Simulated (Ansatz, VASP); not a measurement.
# Ca2Si in two plane-wave programs, part 2 of 3

Aim: how closely do two programs agree when they are given the same cell, functional and k mesh? The cell is taken from a series of runs on this material, whose earlier steps may have relaxed, scaled, displaced or heated it; both programs get it as it stands.

VASP 6.6.1 and Ansatz 0.2.0.

So far: Starting point; VASP: zone-centre phonons, LDA.

**2. VASP: zone-centre phonons, LDA (continued)**

Level of this step: LDA; plane waves and PAW (Ca_sv, Si) (VASP).

OUTCAR, selected parts (step 2):

```text
ion  position               nearest neighbor table
   1  0.750  0.750  0.750-   3 3.06   3 3.06   3 3.06   3 3.06
   2  0.250  0.250  0.250-   3 3.06   3 3.06   3 3.06   3 3.06
   3  0.000  0.000  0.000-   1 3.06   2 3.06   1 3.06   1 3.06   1 3.06   2 3.06   2 3.06   2 3.06

  LATTYP: Found a face centered cubic cell.
 ALAT       =     7.0717863446

 Subroutine GETGRP returns: Found 48 space group operations
 (whereof 48 operations were pure point group operations)

The static configuration has the point symmetry O_h .

 Found     29 irreducible k-points:

   k-points           NKPTS =     29   k-points in BZ     NKDIM =     29   number of bands    NBANDS=     18

   dimension x,y,z NGX =    36 NGY =   36 NGZ =   36
   dimension x,y,z NGXF=    72 NGYF=   72 NGZF=   72

   ENCUT  =  500.0 eV  36.75 Ry    6.06 a.u.   9.12  9.12  9.12*2*pi/ulx,y,z

   NELECT =      24.0000    total number of electrons

 k-points in reciprocal lattice and weights: Automatic mesh
   0.00000000  0.00000000  0.00000000       0.002
   0.12500000  0.00000000  0.00000000       0.016
   0.25000000  0.00000000  0.00000000       0.016
   0.37500000  0.00000000  0.00000000       0.016
   0.50000000  0.00000000  0.00000000       0.008
   0.12500000  0.12500000  0.00000000       0.012
   0.25000000  0.12500000  0.00000000       0.047
   0.37500000  0.12500000  0.00000000       0.047
   0.50000000  0.12500000  0.00000000       0.047
[...]
-0.37500000  0.50000000  0.12500000       0.023
  -0.25000000  0.50000000  0.25000000       0.012

 average (electrostatic) potential at core
       1 -46.6691       2 -46.6691       3 -86.7110

  Total       -0.5928437     -0.5928437     -0.5928437      0.0000000     -0.0000000      0.0000000
  in kB      -10.7429467    -10.7429467    -10.7429467      0.0000000     -0.0000000      0.0000000
  external PRESSURE =     -10.7429467 kB  Pullay stress =       0.0000000 kB

  energy-cutoff  :      500.00
  volume of cell :       88.42
      direct lattice vectors                 reciprocal lattice vectors
     0.000000000  3.535893172  3.535893172    -0.141406987  0.141406987  0.141406987
     3.535893172  0.000000000  3.535893172     0.141406987 -0.141406987  0.141406987
     3.535893172  3.535893172  0.000000000     0.141406987  0.141406987 -0.141406987

 POSITION                                       TOTAL-FORCE (eV/Angst)
 -----------------------------------------------------------------------------------
      5.30384      5.30384      5.30384         0.000000      0.000000      0.000000
      1.76795      1.76795      1.76795        -0.000000     -0.000000     -0.000000
      0.00000      0.00000      0.00000        -0.000000      0.000000     -0.000000
 -----------------------------------------------------------------------------------
    total drift:                                0.000000      0.000000      0.000000

 MACROSCOPIC STATIC DIELECTRIC TENSOR (including local field effects in DFT)
 ------------------------------------------------------
          14.406892    -0.000000     0.000000
          -0.000000    14.406892     0.000000
           0.000000     0.000000    14.406892
 ------------------------------------------------------

 PIEZOELECTRIC TENSOR (including local field effects)  for field in x, y, z        (C/m^2)
          XX          YY          ZZ          XY          YZ          ZX
  --------------------------------------------------------------------------------
  x     0.00000     0.00000     0.00000     0.00000     0.00000     0.00000
  y     0.00000     0.00000     0.00000     0.00000     0.00000     0.00000
  z     0.00000     0.00000     0.00000     0.00000     0.00000     0.00000

 BORN EFFECTIVE CHARGES (including local field effects) (in |e|, cummulative output)
 ---------------------------------------------------------------------------------
 ion    1
    1     1.94338     0.00000    -0.00000
    2     0.00000     1.94338     0.00000
    3     0.00000    -0.00000     1.94338
 ion    2
    1     1.94338     0.00000     0.00000
    2    -0.00000     1.94338     0.00000
    3     0.00000     0.00000     1.94338
 ion    3
    1    -3.88676     0.00000    -0.00000
    2     0.00000    -3.88676     0.00000
    3    -0.00000    -0.00000    -3.88676

 Eigenvectors and eigenvalues of the dynamical matrix
 ----------------------------------------------------

   1 f  =    6.555606 THz    41.190090 2PiTHz  218.671493 cm-1    27.111798 meV
             X         Y         Z           dx          dy          dz
      5.303840  5.303840  5.303840     0.001620   -0.000103    0.360192
      1.767947  1.767947  1.767947     0.001620   -0.000103    0.360192
      0.000000  0.000000  0.000000    -0.003869    0.000247   -0.860525

   2 f  =    6.555606 THz    41.190090 2PiTHz  218.671493 cm-1    27.111798 meV
             X         Y         Z           dx          dy          dz
      5.303840  5.303840  5.303840    -0.022938   -0.359464   -0.000000
      1.767947  1.767947  1.767947    -0.022938   -0.359464    0.000000
      0.000000  0.000000  0.000000     0.054801    0.858787    0.000000

   3 f  =    6.555606 THz    41.190090 2PiTHz  218.671493 cm-1    27.111798 meV
             X         Y         Z           dx          dy          dz
      5.303840  5.303840  5.303840     0.359461   -0.022938   -0.001623
      1.767947  1.767947  1.767947     0.359461   -0.022938   -0.001623
      0.000000  0.000000  0.000000    -0.858778    0.054800    0.003877

   4 f  =    5.686336 THz    35.728301 2PiTHz  189.675744 cm-1    23.516784 meV
             X         Y         Z           dx          dy          dz
      5.303840  5.303840  5.303840    -0.023299   -0.665760   -0.237109
      1.767947  1.767947  1.767947     0.023299    0.665760    0.237109
      0.000000  0.000000  0.000000    -0.000000   -0.000000    0.000000

   5 f  =    5.686336 THz    35.728301 2PiTHz  189.675744 cm-1    23.516784 meV
             X         Y         Z           dx          dy          dz
      5.303840  5.303840  5.303840    -0.000000   -0.237238    0.666122
      1.767947  1.767947  1.767947    -0.000000    0.237238   -0.666122
      0.000000  0.000000  0.000000     0.000000    0.000000   -0.000000

   6 f  =    5.686336 THz    35.728301 2PiTHz  189.675744 cm-1    23.516784 meV
             X         Y         Z           dx          dy          dz
      5.303840  5.303840  5.303840    -0.706723    0.021949    0.007817
      1.767947  1.767947  1.767947     0.706723   -0.021949   -0.007817
      0.000000  0.000000  0.000000     0.000000    0.000000    0.000000

   7 f/i=    0.000107 THz     0.000675 2PiTHz    0.003583 cm-1     0.000444 meV
             X         Y         Z           dx          dy          dz
      5.303840  5.303840  5.303840    -0.276237    0.430267    0.329883
      1.767947  1.767947  1.767947    -0.276237    0.430267    0.329883
      0.000000  0.000000  0.000000    -0.231251    0.360196    0.276159

   8 f/i=    0.000107 THz     0.000675 2PiTHz    0.003583 cm-1     0.000444 meV
             X         Y         Z           dx          dy          dz
      5.303840  5.303840  5.303840     0.466524    0.000000    0.390659
      1.767947  1.767947  1.767947     0.466524    0.000000    0.390659
      0.000000  0.000000  0.000000     0.390548    0.000000    0.327038

   9 f/i=    0.000107 THz     0.000675 2PiTHz    0.003583 cm-1     0.000444 meV
             X         Y         Z           dx          dy          dz
      5.303840  5.303840  5.303840    -0.276237   -0.430267    0.329883
      1.767947  1.767947  1.767947    -0.276237   -0.430267    0.329883
      0.000000  0.000000  0.000000    -0.231251   -0.360196    0.276159

 MACROSCOPIC STATIC DIELECTRIC TENSOR IONIC CONTRIBUTION
 ------------------------------------------------------
           8.454109     0.000000     0.000000
           0.000000     8.454109     0.000000
           0.000000     0.000000     8.454109
 ------------------------------------------------------

 ELASTIC MODULI CONTR FROM IONIC RELAXATION (kBar)
 Direction    XX          YY          ZZ          XY          YZ          ZX
 --------------------------------------------------------------------------------
 XX          -0.0000     -0.0000     -0.0000      0.0000      0.0000      0.0000
 YY          -0.0000     -0.0000      0.0000     -0.0000      0.0000      0.0000
 ZZ          -0.0000      0.0000     -0.0000      0.0000      0.0000     -0.0000
 XY           0.0000     -0.0000      0.0000    -19.5425     -0.0000      0.0000
 YZ           0.0000      0.0000      0.0000     -0.0000    -19.5425     -0.0000
 ZX           0.0000      0.0000     -0.0000      0.0000     -0.0000    -19.5425
 --------------------------------------------------------------------------------

 PIEZOELECTRIC TENSOR IONIC CONTR  for field in x, y, z        (C/m^2)
          XX          YY          ZZ          XY          YZ          ZX
  --------------------------------------------------------------------------------
  x    -0.00000     0.00000     0.00000    -0.00000     0.00000    -0.00000
  y    -0.00000     0.00000    -0.00000     0.00000     0.00000    -0.00000
  z    -0.00000    -0.00000     0.00000    -0.00000     0.00000     0.00000
```

With a direct gap this small, the dielectric response converges slowly with the mesh, so tensor and charges are uncertain; a mesh that holds the point of the least gap tends to give too large a tensor.

(Part 2 of 3 ends here.)

[Lines on the potential files, build, host, timing and source positions are cut from VASP's logs without a mark.]

[Logs are printed without paths, hosts, clocks, repeated set-up lines and the standing remarks that a program may print on its own settings, such as how far it seeks lower states.]

[Hosts, paths, dates, database ids (printed as entryN), source tags and the programs' standing remarks are cut or masked in the printed files.]
